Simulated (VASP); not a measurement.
Data:

```xyz
2
Lattice="3.6474 0.0000 0.0000 0.0000 3.6474 0.0000 0.0000 0.0000 3.6474" Properties=species:S:1:pos:R:3 pbc="T T T"
La     0.0000     0.0000     0.0000
P      1.8237     1.8237     1.8237
```

Level of theory: r2SCAN meta-GGA, VASP's PBE PAW potentials (set 64) (plane waves; VASP). Run with 480 eV cut-off, 10×10×10 Γ-centred mesh, first-order Methfessel-Paxton smearing of 0.10 eV, potentials La P.

Energy and stress use the plane-wave basis of the starting cell.

Problem. The ions, cell shape and volume at an external pressure of 10.0 GPa are relaxed. What does this cell relax into?

Solution. 
```xyz
2
Lattice="3.5216 0.0000 0.0000 0.0000 3.5216 0.0000 0.0000 0.0000 3.5216" Properties=species:S:1:pos:R:3 pbc="T T T"
La     0.0000     0.0000     0.0000
P      1.7608     1.7608     1.7608
```
Space group Pm-3m (221), at a tolerance of 0.03 Å.

Problem. How do energy and volume change from the first to the last step?

Solution. The energy (σ→0) changes by +68.8 meV/atom and the volume by -10.0 %, in 4 ionic steps.

```csv
step,E(σ→0) (eV),max force (eV/Å),pressure (GPa),volume (Å³)
1,-41.5335,0.000,-0.06,48.52
2,-40.8270,0.000,27.51,38.59
3,-41.4025,0.000,9.69,43.78
4,-41.3959,0.000,9.97,43.67
```

The structure was generated: LaP was put into the CsCl type (Pm-3m), which need not be its known phase. This run relaxes it under an external pressure of 10 GPa. Symmetry was kept, so distortions that lower it aren't found.
